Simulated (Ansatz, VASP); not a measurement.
# Cross-check of MgO (Periclase) between VASP and Ansatz

Wanted: the spread between two codes on one cell, functional and k mesh. The cell is taken from a series of runs on this material, whose earlier steps may have relaxed, scaled, displaced or heated it; both programs get it as it stands.

Program: Ansatz 0.2.0. Level of theory: plane waves, with VASP 6.6.1 beside it; zone-centre phonons at LDA. Results are calculated unless marked as measured.

## Step 1: The starting structure

The structure is cubic, space group Fm-3m (No. 225). The conventional cell has a = 4.160 Å, b = 4.160 Å, c = 4.160 Å, α = 90.00°, β = 90.00°, γ = 90.00°. Nearest to Mg lie 6 O at 2.08 Å. Nearest to O lie 6 Mg at 2.08 Å. Farther neighbours and most contacts between anions are not listed.

As a file:

```xyz
2
Lattice="-2.0801 0.0000 2.0801 0.0000 2.0801 2.0801 -2.0801 2.0801 0.0000" Properties=species:S:1:pos:R:3 pbc="T T T"
Mg    0.0000    0.0000    0.0000
O    -2.0801    2.0801    2.0801
```

## Step 2: VASP: zone-centre phonons, LDA

Second derivatives magnify differences that forces hide, and they need a tight electronic threshold.

Lines of VASP's logs that name or quote its potential files are left out, and so is its time.

The input, INCAR:

```
SYSTEM = MgO
PREC = Accurate
ENCUT = 600
EDIFF = 1E-08
NELM = 120
ISMEAR = 0
SIGMA = 0.01
LREAL = .FALSE.
ALGO = Normal
GGA = CA
NBANDS = 10
LORBIT = 11
LWAVE = .FALSE.
LCHARG = .FALSE.
ISIF = 2
IBRION = 8
LEPSILON = .TRUE.
LASPH = .TRUE.
GGA_COMPAT = .FALSE.
EFERMI = MIDGAP
KPAR = 2
```

The input, POSCAR:

```
MgO
1.0
   -2.0800911250      0.0000000000      2.0800911250
    0.0000000000      2.0800911250      2.0800911250
   -2.0800911250      2.0800911250      0.0000000000
Mg O
1 1
Direct
    0.0000000000      0.0000000000      0.0000000000
    0.5000000000      0.5000000000      0.5000000000
```

The input, KPOINTS:

```
Automatic mesh
0
Gamma
12 12 12
0 0 0
```

The projector-augmented-wave data sets are Mg and O (LDA family, release 64).

Command:

```sh
$ mpirun -np 2 vasp_std
```

Numbers of over 12 decimals in the logs are rounded to 6 here.

Log:

```text
[banner, memory and clock lines left out]
running    2 mpi-ranks, on    1 nodes
 distrk:  each k-point on    1 cores,    2 groups
 distr:  one band on    1 cores,    1 groups

 POSCAR found type information on POSCAR MgO
 POSCAR found :  2 types and       2 ions
 LDA part: xc-table for (Slater(with rela. corr.)+CA(PZ))
 , standard interpolation
 POSCAR, INCAR and KPOINTS ok, starting setup
 FFT: planning ... GRIDC
 FFT: planning ... GRID_SOFT
 FFT: planning ... GRID
 WAVECAR not read
 entering main loop
       N       E                     dE             d eps       ncg     rms          rms(c)
DAV:   1     0.167161783918E+02    0.16716E+02   -0.50512E+03  1624   0.799E+02
DAV:   2    -0.143316135078E+02   -0.31048E+02   -0.30175E+02  1614   0.153E+02
DAV:   3    -0.150273041283E+02   -0.69569E+00   -0.69500E+00  1698   0.206E+01
DAV:   4    -0.150289931263E+02   -0.16890E-02   -0.16890E-02  1598   0.111E+00
DAV:   5    -0.150289979277E+02   -0.48015E-05   -0.48015E-05  1618   0.563E-02    0.708E+00
DAV:   6    -0.135109331780E+02    0.15181E+01   -0.88248E+00  1462   0.177E+01    0.221E+00
DAV:   7    -0.134721462887E+02    0.38787E-01   -0.55120E-02  1550   0.229E+00    0.128E+00
DAV:   8    -0.134484179255E+02    0.23728E-01   -0.27615E-02  1470   0.187E+00    0.195E-01
DAV:   9    -0.134482163425E+02    0.20158E-03   -0.20858E-04  1634   0.119E-01    0.133E-01
DAV:  10    -0.134480837175E+02    0.13263E-03   -0.34386E-04  1520   0.170E-01    0.822E-03
DAV:  11    -0.134480829013E+02    0.81617E-06   -0.37891E-06  1562   0.116E-02    0.316E-03
DAV:  12    -0.134480828952E+02    0.61509E-08   -0.18782E-07  1594   0.309E-03    0.700E-04
DAV:  13    -0.134480828919E+02    0.32371E-08   -0.56891E-09   848   0.896E-04
   1 F= -.13448083E+02 E0= -.13448083E+02  d E =0.000000E+00
 Linear response reoptimize wavefunctions to high precision
DAV:   1    -0.134480828926E+02   -0.70122E-09   -0.15697E-10   948   0.129E-04
DAV:   2    -0.134480828926E+02   -0.23419E-10   -0.10666E-11   812   0.327E-05
 Linear response G [H, r] |phi>, progress :
  Direction:   1
       N       E                     dE             d eps       ncg     rms
RMM:   1    -0.306703931460E+02   -0.30670E+02    0.15056E+01  3142   0.495E+01
RMM:   2    -0.300992170648E+02    0.57118E+00   -0.71076E-01  2303   0.708E+00
RMM:   3    -0.301017630477E+02   -0.25460E-02   -0.33385E-03  2402   0.390E-01
RMM:   4    -0.301018134001E+02   -0.50352E-04   -0.51505E-05  2597   0.311E-02
RMM:   5    -0.301018138685E+02   -0.46842E-06   -0.34996E-07  2645   0.268E-03
RMM:   6    -0.301018138725E+02   -0.40053E-08   -0.71577E-09  2362   0.301E-04
 Linear response G [H, r] |phi>, progress :
  Direction:   2
       N       E                     dE             d eps       ncg     rms
RMM:   1    -0.323030860039E+02   -0.32303E+02    0.11651E+01  3164   0.500E+01
RMM:   2    -0.303524320161E+02    0.19507E+01   -0.66314E-01  2299   0.679E+00
RMM:   3    -0.303547703009E+02   -0.23383E-02   -0.38864E-03  2407   0.396E-01
RMM:   4    -0.303548242938E+02   -0.53993E-04   -0.47948E-05  2590   0.305E-02
RMM:   5    -0.303548246869E+02   -0.39311E-06   -0.50147E-07  2658   0.249E-03
RMM:   6    -0.303548246905E+02   -0.36621E-08   -0.19803E-07  2388   0.292E-04
RMM:   7    -0.303548246894E+02    0.11221E-08   -0.17906E-07  1999   0.107E-04
RMM:   8    -0.303548246894E+02    0.11429E-10   -0.17831E-07  1937   0.945E-05
RMM:   9    -0.303548246894E+02    0.94005E-11   -0.17405E-07  1860   0.942E-05
RMM:  10    -0.303548246894E+02    0.22471E-10   -0.14700E-07  1733   0.940E-05
RMM:  11    -0.303548246893E+02    0.10919E-09    0.21099E-08  1626   0.941E-05
 Linear response G [H, r] |phi>, progress :
  Direction:   3
       N       E                     dE             d eps       ncg     rms
RMM:   1    -0.273704772012E+02   -0.27370E+02    0.57341E+01  3023   0.488E+01
RMM:   2    -0.255878965002E+02    0.17826E+01   -0.50601E-01  2253   0.584E+00
RMM:   3    -0.255895887560E+02   -0.16923E-02   -0.28448E-03  2366   0.337E-01
RMM:   4    -0.255896283774E+02   -0.39621E-04   -0.45227E-05  2472   0.283E-02
RMM:   5    -0.255896288110E+02   -0.43362E-06   -0.30268E-07  2493   0.235E-03
RMM:   6    -0.255896288182E+02   -0.71558E-08   -0.43027E-08  2171   0.265E-04
 Linear response to external field (no local field effect), progress :
  Direction:   1
       N       E                     dE             d eps       ncg     rms          rms(c)
RMM:   1    -0.127440769133E+00   -0.12744E+00   -0.38974E-01  3142   0.174E+00
RMM:   2    -0.127348745761E+00    0.92023E-04   -0.96038E-04  2261   0.215E-01
RMM:   3    -0.127352628565E+00   -0.38828E-05   -0.24562E-06  2358   0.111E-02
RMM:   4    -0.127352640601E+00   -0.12037E-07   -0.99595E-09  2334   0.719E-04
RMM:   5    -0.127352640666E+00   -0.64934E-10   -0.13015E-10  1766   0.577E-05
 change of polarisation eV/A/(eV/A) component  1 :     0.255    -0.082     0.038
 dielectric tensor                  component  1 :     3.561    -0.820     0.384
 Linear response to external field (no local field effect), progress :
  Direction:   2
       N       E                     dE             d eps       ncg     rms          rms(c)
RMM:   1    -0.126075875183E+00   -0.12608E+00   -0.37639E-01  3213   0.175E+00
RMM:   2    -0.125963563338E+00    0.11231E-03   -0.89496E-04  2275   0.212E-01
[...]
RMM:   4    -0.125966541811E+00   -0.81176E-08   -0.77088E-09  2313   0.662E-04
 change of polarisation eV/A/(eV/A) component  2 :    -0.082     0.252     0.023
 dielectric tensor                  component  2 :    -0.820     3.533     0.228
 Linear response to external field (no local field effect), progress :
  Direction:   3
       N       E                     dE             d eps       ncg     rms          rms(c)
RMM:   1    -0.775400116879E-01   -0.77540E-01   -0.19058E-01  3113   0.136E+00
RMM:   2    -0.777564415296E-01   -0.21643E-03   -0.56068E-04  2274   0.159E-01
RMM:   3    -0.777580645201E-01   -0.16230E-05   -0.13164E-06  2315   0.778E-03
RMM:   4    -0.777580697819E-01   -0.52618E-08   -0.57821E-09  2203   0.516E-04
 change of polarisation eV/A/(eV/A) component  3 :     0.038     0.023     0.156
 dielectric tensor                  component  3 :     0.384     0.228     2.563
 Linear response to external field, progress :
  Direction:   1
       N       E                     dE             d eps       ncg     rms          rms(c)
RMM:   1    -0.110307687405E+00   -0.11031E+00   -0.31846E-01  7113   0.162E+00
RMM:   2    -0.110356232549E+00   -0.48545E-04   -0.80903E-04  5100   0.196E-01    0.522E-01
RMM:   3    -0.107653610612E+00    0.27026E-02   -0.11864E-03  5072   0.263E-01    0.306E-01
RMM:   4    -0.111558855600E+00   -0.39052E-02   -0.20362E-03  5053   0.356E-01    0.253E-02
RMM:   5    -0.111902638471E+00   -0.34378E-03   -0.18399E-05  5344   0.390E-02    0.489E-03
RMM:   6    -0.111958723994E+00   -0.56086E-04   -0.98158E-08  5452   0.278E-03    0.199E-03
RMM:   7    -0.111966991917E+00   -0.82679E-05   -0.37779E-08  5310   0.155E-03    0.149E-04
RMM:   8    -0.111967984951E+00   -0.99303E-06   -0.10614E-09  5258   0.257E-04    0.445E-05
RMM:   9    -0.111967944683E+00    0.40268E-07   -0.88748E-11  3319   0.423E-05    0.636E-06
 change of polarisation eV/A/(eV/A) component  1 :     0.209    -0.034     0.002
 dielectric tensor                  component  1 :     3.104    -0.340     0.022
 Linear response to external field, progress :
  Direction:   2
       N       E                     dE             d eps       ncg     rms          rms(c)
RMM:   1    -0.110427225126E+00   -0.11043E+00   -0.31966E-01  7108   0.161E+00
RMM:   2    -0.110356284037E+00    0.70941E-04   -0.79902E-04  5100   0.194E-01    0.522E-01
RMM:   3    -0.107653645292E+00    0.27026E-02   -0.11863E-03  5069   0.263E-01    0.306E-01
RMM:   4    -0.111558874528E+00   -0.39052E-02   -0.20356E-03  5056   0.356E-01    0.253E-02
RMM:   5    -0.111902645707E+00   -0.34377E-03   -0.18410E-05  5333   0.390E-02    0.490E-03
RMM:   6    -0.111958727905E+00   -0.56082E-04   -0.98267E-08  5458   0.278E-03    0.199E-03
RMM:   7    -0.111967059564E+00   -0.83317E-05   -0.37628E-08  5313   0.155E-03    0.147E-04
RMM:   8    -0.111968026438E+00   -0.96687E-06   -0.96521E-10  5229   0.252E-04    0.434E-05
RMM:   9    -0.111968007003E+00    0.19434E-07    0.58061E-11  3244   0.404E-05    0.635E-06
 change of polarisation eV/A/(eV/A) component  2 :    -0.044     0.209     0.016
 dielectric tensor                  component  2 :    -0.439     3.104     0.159
 Linear response to external field, progress :
  Direction:   3
       N       E                     dE             d eps       ncg     rms          rms(c)
RMM:   1    -0.110321743695E+00   -0.11032E+00   -0.31860E-01  7108   0.162E+00
RMM:   2    -0.110356219465E+00   -0.34476E-04   -0.80791E-04  5098   0.196E-01    0.522E-01
RMM:   3    -0.107653598016E+00    0.27026E-02   -0.11865E-03  5070   0.263E-01    0.306E-01
RMM:   4    -0.111558814504E+00   -0.39052E-02   -0.20362E-03  5056   0.356E-01    0.253E-02
RMM:   5    -0.111902629939E+00   -0.34382E-03   -0.18390E-05  5346   0.390E-02    0.489E-03
RMM:   6    -0.111958716926E+00   -0.56087E-04   -0.98322E-08  5453   0.278E-03    0.199E-03
RMM:   7    -0.111966979130E+00   -0.82622E-05   -0.37898E-08  5306   0.155E-03    0.149E-04
RMM:   8    -0.111967973504E+00   -0.99437E-06   -0.11292E-09  5248   0.257E-04    0.445E-05
RMM:   9    -0.111967933318E+00    0.40186E-07   -0.18469E-10  3329   0.426E-05    0.636E-06
 change of polarisation eV/A/(eV/A) component  3 :    -0.025     0.005     0.209
 dielectric tensor                  component  3 :    -0.247     0.045     3.104
 Linear response DOF=           2
 Linear response progress:
  Degree of freedom:   1/  2
       N       E                     dE             d eps       ncg     rms          rms(c)
RMM:   1    -0.219129217977E-02   -0.21913E-02    0.24226E-05  6843   0.520E-01
RMM:   2    -0.214151114002E-02    0.49781E-04   -0.14407E-04  4963   0.829E-02    0.359E-02
RMM:   3    -0.211396826475E-02    0.27543E-04   -0.16336E-05  5189   0.283E-02    0.185E-02
RMM:   4    -0.211284439691E-02    0.11239E-05   -0.13888E-05  5197   0.256E-02    0.331E-03
RMM:   5    -0.211311519471E-02   -0.27080E-06   -0.14026E-07  5208   0.291E-03    0.307E-04
RMM:   6    -0.211312402936E-02   -0.88346E-08   -0.58307E-10  5202   0.202E-04    0.132E-04
 first order change of Fermi-energy  -0.16999E-04
 force on displaced ion       1 direction 1 :  -6.075   0.000   0.000
 Born effective charge ion    1 direction 1 :   1.953   0.000   0.000
 Linear response progress:
  Degree of freedom:   2/  2
       N       E                     dE             d eps       ncg     rms          rms(c)
RMM:   1    -0.349236906080E+00   -0.34924E+00    0.38071E-01  5854   0.425E+00
RMM:   2    -0.349340135926E+00   -0.10323E-03   -0.17735E-03  5161   0.346E-01    0.134E-01
RMM:   3    -0.350715561455E+00   -0.13754E-02   -0.37317E-04  4932   0.140E-01    0.709E-02
RMM:   4    -0.352812781012E+00   -0.20972E-02   -0.37362E-04  4696   0.144E-01    0.174E-02
RMM:   5    -0.352826023628E+00   -0.13243E-04   -0.46781E-06  5372   0.203E-02    0.136E-03
RMM:   6    -0.352826244534E+00   -0.22091E-06   -0.34003E-08  5566   0.172E-03    0.783E-04
RMM:   7    -0.352821730072E+00    0.45145E-05   -0.14894E-09  5459   0.342E-04    0.541E-05
RMM:   8    -0.352821641335E+00    0.88738E-07   -0.28503E-10  5664   0.559E-05    0.163E-05
RMM:   9    -0.352821691067E+00   -0.49733E-07   -0.25688E-10  5595   0.172E-05    0.287E-06
RMM:  10    -0.352821683903E+00    0.71642E-08   -0.26838E-10  4573   0.798E-06    0.480E-07
 first order change of Fermi-energy  -0.11459E-02
 force on displaced ion       2 direction 1 :  -6.081   0.000   0.000
 Born effective charge ion    2 direction 1 :  -1.953   0.000   0.000
 Born effective charges drift removed
 Linear response finished
```

OUTCAR, selected parts (step 2):

```text
ion  position               nearest neighbor table
   1  0.000  0.000  0.000-   2 2.08   2 2.08   2 2.08   2 2.08   2 2.08   2 2.08
   2  0.500  0.500  0.500-   1 2.08   1 2.08   1 2.08   1 2.08   1 2.08   1 2.08

  LATTYP: Found a face centered cubic cell.
 ALAT       =     4.1601822500

 Subroutine GETGRP returns: Found 48 space group operations
 (whereof 48 operations were pure point group operations)

The static configuration has the point symmetry O_h .

 Found     72 irreducible k-points:

   k-points           NKPTS =     72   k-points in BZ     NKDIM =     72   number of bands    NBANDS=     10

   dimension x,y,z NGX =    24 NGY =   24 NGZ =   24
   dimension x,y,z NGXF=    48 NGYF=   48 NGZF=   48

   ENCUT  =  600.0 eV  44.10 Ry    6.64 a.u.   5.88  5.88  5.88*2*pi/ulx,y,z

   NELECT =       8.0000    total number of electrons

 k-points in reciprocal lattice and weights: Automatic mesh
   0.00000000  0.00000000  0.00000000       0.001
   0.08333333  0.00000000  0.00000000       0.005
   0.16666667  0.00000000  0.00000000       0.005
   0.25000000  0.00000000  0.00000000       0.005
   0.33333333  0.00000000  0.00000000       0.005
   0.41666667  0.00000000  0.00000000       0.005
   0.50000000  0.00000000  0.00000000       0.002
   0.08333333  0.08333333  0.00000000       0.003
   0.16666667  0.08333333  0.00000000       0.014
[...]
-0.33333333  0.50000000  0.16666667       0.007
  -0.25000000  0.50000000  0.25000000       0.003

 average (electrostatic) potential at core
       1 -34.7175       2 -70.4798

  Total       -0.2333512     -0.2333512     -0.2333512     -0.0000000     -0.0000000     -0.0000000
  in kB      -20.7703354    -20.7703354    -20.7703354     -0.0000000     -0.0000000     -0.0000000
  external PRESSURE =     -20.7703354 kB  Pullay stress =       0.0000000 kB

  energy-cutoff  :      600.00
  volume of cell :       18.00
      direct lattice vectors                 reciprocal lattice vectors
    -2.080091125  0.000000000  2.080091125    -0.240374085 -0.240374085  0.240374085
     0.000000000  2.080091125  2.080091125     0.240374085  0.240374085  0.240374085
    -2.080091125  2.080091125  0.000000000    -0.240374085  0.240374085 -0.240374085

 POSITION                                       TOTAL-FORCE (eV/Angst)
 -----------------------------------------------------------------------------------
      0.00000      0.00000      0.00000         0.000000     -0.000000     -0.000000
     -2.08009      2.08009      2.08009        -0.000000      0.000000      0.000000
 -----------------------------------------------------------------------------------
    total drift:                                0.000000     -0.000000      0.000000

 MACROSCOPIC STATIC DIELECTRIC TENSOR (including local field effects in DFT)
 ------------------------------------------------------
           3.104037     0.000000     0.000000
          -0.000000     3.104037     0.000000
          -0.000000     0.000000     3.104037
 ------------------------------------------------------

 PIEZOELECTRIC TENSOR (including local field effects)  for field in x, y, z        (C/m^2)
          XX          YY          ZZ          XY          YZ          ZX
  --------------------------------------------------------------------------------
  x     0.00000     0.00000     0.00000     0.00000     0.00000     0.00000
  y     0.00000     0.00000     0.00000     0.00000     0.00000     0.00000
  z     0.00000     0.00000     0.00000     0.00000     0.00000     0.00000

 BORN EFFECTIVE CHARGES (including local field effects) (in |e|, cummulative output)
 ---------------------------------------------------------------------------------
 ion    1
    1     1.95274     0.00000     0.00000
    2     0.00000     1.95274     0.00000
    3     0.00000     0.00000     1.95274
 ion    2
    1    -1.95274    -0.00000     0.00000
    2    -0.00000    -1.95274    -0.00000
    3    -0.00000     0.00000    -1.95274

 Eigenvectors and eigenvalues of the dynamical matrix
 ----------------------------------------------------

   1 f  =   12.408922 THz    77.967559 2PiTHz  413.917099 cm-1    51.319157 meV
             X         Y         Z           dx          dy          dz
      0.000000  0.000000  0.000000    -0.629863    0.000000    0.000000
     -2.080091  2.080091  2.080091     0.776706    0.000000    0.000000

   2 f  =   12.408922 THz    77.967559 2PiTHz  413.917099 cm-1    51.319157 meV
             X         Y         Z           dx          dy          dz
      0.000000  0.000000  0.000000     0.000000    0.000000   -0.629863
     -2.080091  2.080091  2.080091     0.000000    0.000000    0.776706

   3 f  =   12.408922 THz    77.967559 2PiTHz  413.917099 cm-1    51.319157 meV
             X         Y         Z           dx          dy          dz
      0.000000  0.000000  0.000000     0.000000    0.629863    0.000000
     -2.080091  2.080091  2.080091     0.000000   -0.776706    0.000000

   4 f/i=    0.003111 THz     0.019546 2PiTHz    0.103768 cm-1     0.012866 meV
             X         Y         Z           dx          dy          dz
      0.000000  0.000000  0.000000     0.000000   -0.752829   -0.191103
     -2.080091  2.080091  2.080091     0.000000   -0.610501   -0.154973

   5 f/i=    0.003111 THz     0.019546 2PiTHz    0.103768 cm-1     0.012866 meV
             X         Y         Z           dx          dy          dz
      0.000000  0.000000  0.000000    -0.776706    0.000000    0.000000
     -2.080091  2.080091  2.080091    -0.629863    0.000000    0.000000

   6 f/i=    0.003111 THz     0.019546 2PiTHz    0.103768 cm-1     0.012866 meV
             X         Y         Z           dx          dy          dz
      0.000000  0.000000  0.000000     0.000000   -0.191103    0.752829
     -2.080091  2.080091  2.080091     0.000000   -0.154973    0.610501

 MACROSCOPIC STATIC DIELECTRIC TENSOR IONIC CONTRIBUTION
 ------------------------------------------------------
           6.306675     0.000000    -0.000000
           0.000000     6.306675     0.000000
          -0.000000     0.000000     6.306675
 ------------------------------------------------------

 ELASTIC MODULI CONTR FROM IONIC RELAXATION (kBar)
 Direction    XX          YY          ZZ          XY          YZ          ZX
 --------------------------------------------------------------------------------
 XX           0.0000      0.0000      0.0000      0.0000      0.0000      0.0000
 YY           0.0000      0.0000      0.0000      0.0000      0.0000      0.0000
 ZZ           0.0000      0.0000      0.0000      0.0000      0.0000      0.0000
 XY           0.0000      0.0000      0.0000      0.0000      0.0000      0.0000
 YZ           0.0000      0.0000      0.0000      0.0000      0.0000      0.0000
 ZX           0.0000      0.0000      0.0000      0.0000      0.0000      0.0000
 --------------------------------------------------------------------------------

 PIEZOELECTRIC TENSOR IONIC CONTR  for field in x, y, z        (C/m^2)
          XX          YY          ZZ          XY          YZ          ZX
  --------------------------------------------------------------------------------
  x     0.00000     0.00000     0.00000     0.00000     0.00000     0.00000
  y     0.00000     0.00000     0.00000     0.00000     0.00000     0.00000
  z     0.00000     0.00000     0.00000     0.00000     0.00000     0.00000
```

(Continued in part 2 of 2.)

[Lines on the potential files, build, host, timing and source positions are cut from VASP's logs without a mark.]

[Logs are printed without paths, hosts, clocks, repeated set-up lines and the standing remarks that a program may print on its own settings, such as how far it seeks lower states.]

[Hosts, paths, dates, database ids (printed as entryN), source tags and the programs' standing remarks are cut or masked in the printed files.]
